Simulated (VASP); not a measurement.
```
CaS
1.0
    0.00000     2.78561     2.78561
    2.78561     0.00000     2.78561
    2.78561     2.78561     0.00000
Ca S
1 1
Direct
  0.00000   0.00000   0.00000
  0.50000   0.50000   0.50000
```

Calculation: LDA (Ceperley-Alder, Perdew-Zunger), VASP's LDA PAW potentials (set 64) (plane waves; VASP). Numerical set-up: 500 eV cut-off, 8×8×8 Γ-centred mesh, Gaussian smearing of 0.050 eV, potentials Ca_sv S.

Question: What does the run give for the energy per atom (σ→0), band gap (on the k-mesh) with the smallest direct gap where there is one?

Answer: 
```
Item                                         Result
-----------------------------------  --------------
band gap (on the k-mesh)                    1.97 eV
smallest direct gap (on the k-mesh)         2.84 eV
energy per atom (σ→0)                -5.717 eV/atom
```

Only differences to runs with the same potentials and settings are physical.

The compound is CaS in the rock salt structure. It was relaxed first, which changed the volume by -6 %.
